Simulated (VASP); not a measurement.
An input for Ansatz (written as the equivalent of a VASP run, and not itself run):

Ansatz 0.2 input:
```yaml
crystal:
  lattice:
    - [4.2211980, 0.0000000, 0.0000000]
    - [-2.1105990, 3.6556640, 0.0000000]
    - [0.0000000, 0.0000000, 31.7739000]
  atoms:
    - { symbol: Cd, position: [0.0000000, 0.0000000, 0.7531620] }
    - { symbol: Cd, position: [0.0000000, 0.0000000, 0.4335130] }
    - { symbol: Cd, position: [0.6666670, 0.3333330, 0.6465590] }
    - { symbol: Cd, position: [0.3333330, 0.6666670, 0.3269100] }
    - { symbol: Cd, position: [0.6666670, 0.3333330, 0.2203070] }
    - { symbol: Cd, position: [0.3333330, 0.6666670, 0.5399560] }
    - { symbol: S, position: [0.0000000, 0.0000000, 0.6729930] }
    - { symbol: S, position: [0.0000000, 0.0000000, 0.3533430] }
    - { symbol: S, position: [0.6666670, 0.3333330, 0.5663890] }
    - { symbol: S, position: [0.3333330, 0.6666670, 0.2467400] }
    - { symbol: S, position: [0.6666670, 0.3333330, 0.7796930] }
    - { symbol: S, position: [0.3333330, 0.6666670, 0.4600440] }
kpoints:
  mp_grid: { grid: [5, 5, 1] }
hamiltonian:
  xc: pbe
  pseudopotentials: { kind: paw }
scf:
  occupations: { method: gaussian, width: 0.15 }
  max_iter: 100
output: { forces: true, stress: true, eigenvalues: true }
```

Problem. Write the VASP files for the same calculation (PBE).

Solution. This is not unique; one that fits is 
POSCAR:
```
CdS
1.0
  4.2211980000   0.0000000000   0.0000000000
 -2.1105990000   3.6556640000   0.0000000000
  0.0000000000   0.0000000000  31.7739000000
Cd S
6 6
Cart
  0.0000000000   0.0000000000  23.9308940718
  0.0000000000   0.0000000000  13.7743987107
  2.1106011106   1.2185534481  20.5437010101
 -0.0000021106   2.4371105519  10.3872056490
  2.1106011106   1.2185534481   7.0000125873
 -0.0000021106   2.4371105519  17.1565079484
  0.0000000000   0.0000000000  21.3836122827
  0.0000000000   0.0000000000  11.2270851477
  2.1106011106   1.2185534481  17.9963874471
 -0.0000021106   2.4371105519   7.8398920860
  2.1106011106   1.2185534481  24.7738874127
 -0.0000021106   2.4371105519  14.6173920516
```

### INCAR
```
! general
SYSTEM =CdS
PREC   =Accurate
ENCUT  =300
LREAL  =.False.   ! projection in real space or not
LASPH  =.True.

! electronic loop
EDIFF  =1E-6   ! SCF stop (eV)
NELM   =100   ! most electronic steps
ALGO   =Normal
LMAXMIX=4   ! l cut-off of mixed one-centre charges

! smearing
ISMEAR =0
SIGMA  =0.15

! functional
GGA    =PE   ! PBE

! ions
ISIF   =2   ! forces and stress, cell fixed

! output
LWAVE  =.False.
LCHARG =.False.
```

**KPOINTS**
```
Automatic mesh
0
Gamma
5 5 1
0 0 0
```

POTCAR, in this order: Cd S (PBE.64 set). Program: vasp_std.

Limits of the translation: each code has its own PAW files, so the cut-off isn't converted (ENCUT is set for VASP's; basis.ecutwfc is left out, and Ansatz then takes the one that its files recommend); Ansatz stops its SCF on the density residual and VASP on the energy change (EDIFF).

The cell is a sheet with vacuum, built from a generated structure.
